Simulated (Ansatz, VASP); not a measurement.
# Zn2In2Ga2O7 (amorphous InGaZnO3.50) in two plane-wave programs

One calculation is typed for both programs; each brings its own data sets. How far apart do they land? Of the first pair: The structure shown is the start of the Ansatz relaxation below; VASP solves that cell, so the two are compared at the walk's first step.

Program: Ansatz 0.2.0. Level of theory: plane waves, with VASP 6.6.1 beside it; single point at PBE. Results are calculated unless marked as measured.

### Step 1. Set-up

The cell holds 78 atoms: 12 In, 12 Ga, 12 Zn and 42 O. Cell: a = 10.109 Å, b = 10.109 Å, c = 10.109 Å, α = 90.0°, β = 90.0°, γ = 90.0°. 78 atoms (12 In, 12 Ga, 12 Zn, 42 O) packed at random and pushed apart as soft spheres at 5.9 g/cm^3; MD (Langevin at fixed volume unless said) with the MACE-MP-0b2 small potential (Batatia et al., arXiv:2401.00096), steps of 2 fs: 0.7 ps at 2600 K, 2600 to 1560 K in 0.7 ps, 1560 to 300 K in 2 ps; then atoms relaxed.

### Step 2. Ansatz: relaxation, PBE

Ansatz runs on its default PAW (the set named soft_2) files.

The two programs are compared at the cell with which this relaxation starts, whose forces are those of its first step.

Contents of input.yaml:

```yaml
crystal:
  lattice:
    - [10.10945, 0.0, 0.0]
    - [0.0, 10.10945, 0.0]
    - [0.0, 0.0, 10.10945]
  atoms:
    - { symbol: In, position: [0.6521, 0.20028, 0.6337] }
    - { symbol: In, position: [0.42549, 0.13339, 0.4529] }
    - { symbol: In, position: [0.54587, 0.04186, 0.87268] }
    - { symbol: In, position: [0.53441, 0.26953, 0.16728] }
    - { symbol: In, position: [0.85659, 0.52174, 0.94582] }
    - { symbol: In, position: [0.36599, 0.66629, 0.7099] }
    - { symbol: In, position: [0.74874, 0.05532, 0.30131] }
    - { symbol: In, position: [0.20449, 0.8308, 0.38179] }
    - { symbol: In, position: [0.53936, 0.91654, 0.59758] }
    - { symbol: In, position: [0.03462, 0.57763, 0.25273] }
    - { symbol: In, position: [0.35589, 0.471, 0.20219] }
    - { symbol: In, position: [0.91871, 0.00359, 0.75015] }
    - { symbol: Ga, position: [0.67071, 0.50018, 0.20009] }
    - { symbol: Ga, position: [0.01982, 0.61398, 0.6027] }
    - { symbol: Ga, position: [0.84079, 0.79205, 0.41611] }
    - { symbol: Ga, position: [0.56128, 0.42161, 0.92764] }
    - { symbol: Ga, position: [0.05018, 0.98859, 0.06311] }
    - { symbol: Ga, position: [0.20041, 0.19829, 0.27834] }
    - { symbol: Ga, position: [0.78811, 0.1586, 0.00382] }
    - { symbol: Ga, position: [0.55901, 0.71702, 0.98137] }
    - { symbol: Ga, position: [0.98784, 0.09723, 0.46864] }
    - { symbol: Ga, position: [0.69666, 0.58036, 0.64521] }
    - { symbol: Ga, position: [0.23544, 0.00035, 0.76508] }
    - { symbol: Ga, position: [0.05985, 0.76305, 0.84751] }
    - { symbol: Zn, position: [0.51015, 0.45649, 0.47128] }
    - { symbol: Zn, position: [0.3633, 0.981, 0.11523] }
    - { symbol: Zn, position: [0.85797, 0.37746, 0.45368] }
    - { symbol: Zn, position: [0.78218, 0.84093, 0.07029] }
    - { symbol: Zn, position: [0.16183, 0.51229, 0.91898] }
    - { symbol: Zn, position: [0.52498, 0.77351, 0.30077] }
    - { symbol: Zn, position: [0.20428, 0.2056, 0.96028] }
    - { symbol: Zn, position: [0.0904, 0.28753, 0.68183] }
    - { symbol: Zn, position: [0.26555, 0.73308, 0.08146] }
    - { symbol: Zn, position: [0.36207, 0.30406, 0.72057] }
    - { symbol: Zn, position: [0.22817, 0.46395, 0.48858] }
    - { symbol: Zn, position: [0.96255, 0.31264, 0.18823] }
    - { symbol: O, position: [0.03083, 0.54924, 0.05008] }
    - { symbol: O, position: [0.84771, 0.48318, 0.28439] }
    - { symbol: O, position: [0.46498, 0.58766, 0.89373] }
    - { symbol: O, position: [0.60978, 0.19649, 0.35145] }
    - { symbol: O, position: [0.55226, 0.58352, 0.32594] }
    - { symbol: O, position: [0.70941, 0.49929, 0.80947] }
    - { symbol: O, position: [0.76229, 0.10817, 0.8308] }
    - { symbol: O, position: [0.25009, 0.15445, 0.65741] }
    - { symbol: O, position: [0.94529, 0.17514, 0.62962] }
    - { symbol: O, position: [0.13627, 0.37864, 0.27583] }
    - { symbol: O, position: [0.10485, 0.16713, 0.12187] }
    - { symbol: O, position: [0.52733, 0.27096, 0.81139] }
    - { symbol: O, position: [0.36872, 0.87675, 0.72452] }
    - { symbol: O, position: [0.08273, 0.06123, 0.88374] }
    - { symbol: O, position: [0.99469, 0.59929, 0.78709] }
    - { symbol: O, position: [0.19613, 0.35097, 0.83569] }
    - { symbol: O, position: [0.84445, 0.67105, 0.55987] }
    - { symbol: O, position: [0.85486, 0.96649, 0.4782] }
    - { symbol: O, position: [0.35871, 0.34046, 0.40254] }
    - { symbol: O, position: [0.86303, 0.32056, 0.02305] }
    - { symbol: O, position: [0.65094, 0.85911, 0.91739] }
    - { symbol: O, position: [0.18538, 0.8978, 0.15468] }
    - { symbol: O, position: [0.24213, 0.63997, 0.25513] }
    - { symbol: O, position: [0.03309, 0.43269, 0.55068] }
    - { symbol: O, position: [0.19225, 0.66346, 0.54951] }
    - { symbol: O, position: [0.37984, 0.4737, 0.62635] }
    - { symbol: O, position: [0.22669, 0.69669, 0.89325] }
    - { symbol: O, position: [0.15065, 0.0599, 0.39906] }
    - { symbol: O, position: [0.71685, 0.84094, 0.28103] }
    - { symbol: O, position: [0.8678, 0.02789, 0.11834] }
    - { symbol: O, position: [0.00511, 0.76087, 0.34293] }
    - { symbol: O, position: [0.68867, 0.41699, 0.54769] }
    - { symbol: O, position: [0.4529, 0.79931, 0.11337] }
    - { symbol: O, position: [0.07948, 0.87643, 0.70004] }
    - { symbol: O, position: [0.61798, 0.11047, 0.06714] }
    - { symbol: O, position: [0.40625, 0.88239, 0.40905] }
    - { symbol: O, position: [0.33991, 0.05867, 0.932] }
    - { symbol: O, position: [0.96066, 0.83684, 0.9786] }
    - { symbol: O, position: [0.37025, 0.13469, 0.23287] }
    - { symbol: O, position: [0.71704, 0.6414, 0.06914] }
    - { symbol: O, position: [0.56314, 0.70322, 0.62216] }
    - { symbol: O, position: [0.89879, 0.21062, 0.35001] }
kpoints:
  mp_grid: { grid: [1, 1, 1] }
hamiltonian:
  xc: pbe
scf:
  occupations: { method: fermi_dirac, width: 0.025 }
output:
  forces: true
relax:
  f_tol: 0.04
  max_steps: 250
  cell: {}
```

Launch:

```console
ansatz run input.yaml --threads 4 --pin off --max-ram 8192MiB --backend cpu --events-out ev --progress --plain --runs-dir out
```

Numbers of over 12 decimals in the logs are rounded to 6 here.

Log:

```text
Engine: ansatz 0.2.0, aarch64-unknown-linux-gnu
Pseudopotentials: kind: paw
Pseudopotential: In, paw, valence charge 13, recommended cutoff 420 eV (normal), In.paw.azcp
Pseudopotential: Ga, paw, valence charge 13, recommended cutoff 420 eV (normal), Ga.paw.azcp
Pseudopotential: Zn, paw, valence charge 12, recommended cutoff 420 eV (normal), Zn.paw.azcp
Pseudopotential: O, paw, valence charge 6, recommended cutoff 420 eV (normal), O.paw.azcp
Functional definition: PBE
  parameter kappa = 0.804
  parameter beta = 0.066725
  exchange = pbe_x(kappa = kappa, mu = beta*pi^2/3)
  correlation = pbe_c(beta = beta)
Crystal: 78 atoms, lattice volume = 1033.196 Å³
Basis set: ecut = 420 eV, 20197 PW (Γ), exchange–correlation on 144×144×144 points (8 copies of the dense FFT grid, shifted against one another)
Bands: 432, of which v1, the nominal top of the filled ones, is band 354 counted from 1 (353 counted from 0)
Symmetry: 1 space group operations
Space group: P1 (ITA 1), of the structure as read, at distance tolerance 1.0e-4 Å
k-points: 1
Non-local potential: In, projectors of the file, l = 0: 2, l = 1: 2, l = 2: 2, l = 3: 2
Non-local potential: Ga, projectors of the file, l = 0: 2, l = 1: 2, l = 2: 3, l = 3: 1
Non-local potential: Zn, projectors of the file, l = 0: 2, l = 1: 2, l = 2: 3, l = 3: 1
Non-local potential: O, projectors of the file, l = 0: 2, l = 1: 2, l = 2: 1
PAW form: soft (Blöchl's): semilocal exchange-correlation on the pseudo side does not see the compensation charge
PAW one-centre angular grid: In, 590 points (default); XC on 64 Gauss nodes
PAW one-centre angular grid: Ga, 590 points (default); XC on 64 Gauss nodes
PAW one-centre angular grid: Zn, 590 points (default); XC on 64 Gauss nodes
PAW one-centre angular grid: O, 110 points (default); XC on 64 Gauss nodes
Initial density: superposition of atomic densities (neutral atoms: chi_scale 0, normalization atom), corrected by the library's trained network
Initial wavefunctions: pseudopotential atomic-orbital guess
Functional: x = pbe(κ = 0.804, μ = 0.219515), c = pbe(β = 0.066725)
SCF iter   1: F=—  HF=-176231.060732 eV  |F-HF|=—  |Δ(HF+E_count)|=         —  Δρ=5.68e-3  dr2=5.80e-1  ethr=1.77e-3  ⟨swp⟩=6.0  Hψ=1578  notcnv=0
preconditioner: auto → Resta (q_TF=auto, 2.562 Å⁻¹)  ε∞=5.3  [insulator: Δε(μ)=0.342 eV  Ē_g=14.812 eV  σ=0.025 eV  W_gap=1.00  n_scr=256 (ndim 8)  ℏωp=30.7 eV  f_vac=0.054  D(μ)=0.17/eV (n_scr^D=0)  ε∞_Penn≈5.3]
SCF iter   2: F=—  HF=-176230.963989 eV  |F-HF|=—  |Δ(HF+E_count)|=   9.67e-2  Δρ=2.93e-3  dr2=1.17e-1  ethr=8.19e-5  ⟨swp⟩=3.0  Hψ=846  notcnv=0  defer=71
SCF iter   3: F=—  HF=-176230.945061 eV  |F-HF|=—  |Δ(HF+E_count)|=   1.89e-2  Δρ=1.53e-3  dr2=4.61e-2  ethr=1.65e-5  ⟨swp⟩=2.0  Hψ=685  notcnv=0  defer=71
SCF iter   4: F=—  HF=-176230.938419 eV  |F-HF|=—  |Δ(HF+E_count)|=   6.64e-3  Δρ=7.31e-4  dr2=9.16e-3  ethr=6.51e-6  ⟨swp⟩=2.0  Hψ=684  notcnv=0  defer=71
SCF iter   5: F=—  HF=-176230.937653 eV  |F-HF|=—  |Δ(HF+E_count)|=   7.66e-4  Δρ=3.39e-4  dr2=1.68e-3  ethr=1.29e-6  ⟨swp⟩=2.0  Hψ=690  notcnv=0  defer=71
SCF iter   6: F=—  HF=-176230.937717 eV  |F-HF|=—  |Δ(HF+E_count)|=   6.38e-5  Δρ=1.79e-4  dr2=4.45e-4  ethr=2.37e-7  ⟨swp⟩=2.0  Hψ=689  notcnv=0  defer=71
SCF iter   7: F=—  HF=-176230.937714 eV  |F-HF|=—  |Δ(HF+E_count)|=   2.15e-6  Δρ=7.76e-5  dr2=8.72e-5  ethr=6.28e-8  ⟨swp⟩=2.0  Hψ=675  notcnv=0  defer=71
SCF iter   8: F=—  HF=-176230.939035 eV  |F-HF|=—  |Δ(HF+E_count)|=   1.32e-3  Δρ=4.16e-5  dr2=2.31e-5  ethr=1.23e-8  ⟨swp⟩=2.0  Hψ=748  notcnv=0  defer=71
SCF iter   9: F=—  HF=-176230.939039 eV  |F-HF|=—  |Δ(HF+E_count)|=   3.47e-6  Δρ=1.55e-5  dr2=3.32e-6  ethr=3.26e-9  ⟨swp⟩=2.0  Hψ=689  notcnv=0  defer=71
SCF iter  10: F=—  HF=-176230.939041 eV  |F-HF|=—  |Δ(HF+E_count)|=   2.05e-6  Δρ=9.33e-6  dr2=1.03e-6  ethr=4.69e-10  ⟨swp⟩=2.0  Hψ=687  notcnv=0  defer=71
SCF iter  11: F=—  HF=-176230.939041 eV  |F-HF|=—  |Δ(HF+E_count)|=   2.18e-7  Δρ=3.87e-6  dr2=1.86e-7  ethr=1.46e-10  ⟨swp⟩=2.0  Hψ=690  notcnv=0  defer=71
SCF iter  12: F=-176230.939041 eV  HF=-176230.939041 eV  |F-HF|=5.06e-9  |Δ(HF+E_count)|=   9.37e-8  Δρ=2.34e-6  dr2=6.45e-8  ethr=1.41e-11  ⟨swp⟩=4.0  Hψ=1147  notcnv=0
SCF 1 converged in 12 iterations: F = -176230.939041 eV  dr2 = 6.45e-8
  greatest PAW one-centre occupation: 0.998 electrons in one spin orbital (limit 2), on the Ga atom at site 16 (counted from 0), in its partial waves of l = 2
relax step   1: F+E_penalty+E_count = -176230.93904125 eV  Δ(F+E_penalty+E_count) = +0.000e0 eV  max|allowed force component| = 1.160e0 eV/Å  Δτ_max = 0.0000 Å  P = +3.400 GPa  Ω = 1033.196 Å³  (12 SCF iters, dr2 threshold 1.00e-7 eV, accepted)
Crystal: 78 atoms, lattice volume = 1063.233 Å³
Basis set: ecut = 420 eV, 20735 PW (Γ), exchange–correlation on 144×144×144 points (8 copies of the dense FFT grid, shifted against one another)
[...]
atom  47  O      0.00075919     0.00192359     0.00729854
  atom  48  O     -0.00333037     0.00638405     0.01104766
  atom  49  O     -0.00049737     0.00470670    -0.00057100
  atom  50  O      0.00480103     0.00155580    -0.00864203
  atom  51  O     -0.00027518    -0.00416385    -0.00417109
  atom  52  O     -0.02875670    -0.00253520    -0.01079239
  atom  53  O      0.00072093    -0.00765162    -0.00191037
  atom  54  O      0.00747877    -0.00383028     0.00105965
  atom  55  O      0.00547503     0.01222883     0.00826007
  atom  56  O     -0.00437443    -0.01233173     0.00190996
  atom  57  O     -0.00485449    -0.00322273     0.01432641
  atom  58  O      0.00893351     0.00096275     0.00026081
  atom  59  O      0.00299809    -0.00268417     0.00258089
  atom  60  O      0.01319499    -0.00077405     0.00112581
  atom  61  O     -0.00104694    -0.01002914     0.00933450
  atom  62  O      0.00037264    -0.00858695    -0.00310400
  atom  63  O      0.00164405     0.00496050     0.00348527
  atom  64  O     -0.00145887     0.00018279     0.00535339
  atom  65  O      0.00408878    -0.00708602     0.00155836
  atom  66  O      0.00137352     0.00470252    -0.00788722
  atom  67  O     -0.00473366     0.00051368     0.00091505
  atom  68  O      0.00199275    -0.00406984    -0.01388359
  atom  69  O     -0.00163013    -0.00576694     0.00445224
  atom  70  O      0.00431725    -0.00147004     0.00502697
  atom  71  O      0.00518944     0.00476597    -0.00815502
  atom  72  O     -0.00893884    -0.01506717     0.00436170
  atom  73  O      0.00274989     0.00070541     0.01632802
  atom  74  O     -0.00290906     0.00575882     0.00566462
  atom  75  O      0.00581136    -0.00076894     0.01064458
  atom  76  O      0.00532226    -0.00311153    -0.00313185
  atom  77  O     -0.00197058     0.00309524    -0.00194475
  atom  78  O      0.00599992    -0.00545844     0.00736305
  max |Σ_I F_I| component: 4.67e-6 eV/Å
--- Stress (GPa, compression-positive) ---
        0.001762      -0.016445       0.023367
       -0.016445       0.006392       0.007863
        0.023367       0.007863      -0.013961
  P = ⅓ Tr σ = -0.0019 GPa (-0.019 kbar)
--- Relaxed structure (80 steps of the walk, 71 accepted, 4 SCFs on fresh bases) ---
  F+E_penalty+E_count = -176236.04607242 eV   max|allowed force component| = 2.876e-2 eV/Å   (the final SCF, on the basis selected at the relaxed cell)
  cell:  # Å, volume = 1138.7132 Å³
    - [10.642156, 0.503670, 0.201171]
    - [0.503670, 10.416152, 0.514156]
    - [0.201171, 0.514156, 10.324400]
  atoms:
    - { symbol: In, position: [0.648673, 0.216840, 0.673478] }
    - { symbol: In, position: [0.435435, 0.144513, 0.465791] }
    - { symbol: In, position: [0.710827, -0.095737, 0.720944] }
    - { symbol: In, position: [0.512831, 0.311659, 0.132531] }
    - { symbol: In, position: [0.863398, 0.498498, 0.943089] }
    - { symbol: In, position: [0.369808, 0.680058, 0.764074] }
    - { symbol: In, position: [0.734334, 0.131885, 0.302531] }
    - { symbol: In, position: [0.176688, 0.813703, 0.367916] }
    - { symbol: In, position: [0.487772, 0.875310, 0.545398] }
    - { symbol: In, position: [0.027883, 0.626445, 0.185223] }
    - { symbol: In, position: [0.296858, 0.419103, 0.256027] }
    - { symbol: In, position: [0.953563, 0.065280, 0.779707] }
    - { symbol: Ga, position: [0.733281, 0.602502, 0.238219] }
    - { symbol: Ga, position: [-0.00722009, 0.608935, 0.606697] }
    - { symbol: Ga, position: [0.840332, 0.805094, 0.396077] }
    - { symbol: Ga, position: [0.578359, 0.438033, 0.904559] }
    - { symbol: Ga, position: [0.056821, 0.968089, 0.073318] }
    - { symbol: Ga, position: [0.194122, 0.137174, 0.274082] }
    - { symbol: Ga, position: [0.784865, 0.172437, 0.013773] }
    - { symbol: Ga, position: [0.585068, 0.724609, 0.992345] }
    - { symbol: Ga, position: [0.967819, 0.086989, 0.454274] }
    - { symbol: Ga, position: [0.692525, 0.575233, 0.631167] }
    - { symbol: Ga, position: [0.291416, 0.028337, 0.789108] }
    - { symbol: Ga, position: [0.030621, 0.762740, 0.860612] }
    - { symbol: Zn, position: [0.554127, 0.421915, 0.435613] }
    - { symbol: Zn, position: [0.379559, 0.981721, 0.110411] }
    - { symbol: Zn, position: [0.882484, 0.393100, 0.453264] }
    - { symbol: Zn, position: [0.794184, 0.861299, 0.073478] }
    - { symbol: Zn, position: [0.150737, 0.502504, 0.874130] }
    - { symbol: Zn, position: [0.465791, 0.711674, 0.287112] }
    - { symbol: Zn, position: [0.187232, 0.190438, 0.966008] }
    - { symbol: Zn, position: [0.116276, 0.286465, 0.640914] }
    - { symbol: Zn, position: [0.277549, 0.731368, 0.067481] }
    - { symbol: Zn, position: [0.346315, 0.321033, 0.749878] }
    - { symbol: Zn, position: [0.266289, 0.544351, 0.535857] }
    - { symbol: Zn, position: [0.987766, 0.323111, 0.181354] }
    - { symbol: O, position: [0.041369, 0.486673, 0.045161] }
    - { symbol: O, position: [0.884883, 0.512346, 0.285145] }
    - { symbol: O, position: [0.489547, 0.611747, 0.918343] }
    - { symbol: O, position: [0.574724, 0.254823, 0.348643] }
    - { symbol: O, position: [0.576149, 0.557077, 0.292576] }
    - { symbol: O, position: [0.722639, 0.503247, 0.803880] }
    - { symbol: O, position: [0.785779, 0.166130, 0.836070] }
    - { symbol: O, position: [0.289395, 0.172124, 0.653573] }
    - { symbol: O, position: [0.989601, 0.164925, 0.603636] }
    - { symbol: O, position: [0.139338, 0.309079, 0.302080] }
    - { symbol: O, position: [0.096100, 0.142319, 0.123072] }
    - { symbol: O, position: [0.518592, 0.339531, 0.779730] }
    - { symbol: O, position: [0.357339, 0.881833, 0.715782] }
    - { symbol: O, position: [0.117716, 0.014660, 0.885446] }
    - { symbol: O, position: [0.987316, 0.605855, 0.794431] }
    - { symbol: O, position: [0.160605, 0.320948, 0.827878] }
    - { symbol: O, position: [0.827025, 0.682869, 0.551392] }
    - { symbol: O, position: [0.829887, 0.982313, 0.430552] }
    - { symbol: O, position: [0.367520, 0.413742, 0.454441] }
    - { symbol: O, position: [0.849299, 0.319957, 0.056980] }
    - { symbol: O, position: [0.675254, 0.861538, 0.930144] }
    - { symbol: O, position: [0.204161, 0.889735, 0.154224] }
    - { symbol: O, position: [0.224176, 0.619537, 0.228528] }
    - { symbol: O, position: [0.013859, 0.438800, 0.564642] }
[...]
- { symbol: O, position: [0.645116, 0.136617, 0.123965] }
    - { symbol: O, position: [0.368107, 0.784866, 0.420364] }
    - { symbol: O, position: [0.352682, 0.083510, 0.939687] }
    - { symbol: O, position: [0.981377, 0.791003, 1.034221] }
    - { symbol: O, position: [0.366255, 0.097848, 0.255492] }
    - { symbol: O, position: [0.731008, 0.618459, 0.056273] }
    - { symbol: O, position: [0.538826, 0.677405, 0.626336] }
    - { symbol: O, position: [0.888514, 0.231117, 0.350870] }
```

(Part 1 of 3 ends here.)

[Lines on the potential files, build, host, timing and source positions are cut from VASP's logs without a mark.]

[Logs are printed without paths, hosts, clocks, repeated set-up lines and the standing remarks that a program may print on its own settings, such as how far it seeks lower states.]

[Hosts, paths, dates, database ids (printed as entryN), source tags and the programs' standing remarks are cut or masked in the printed files.]
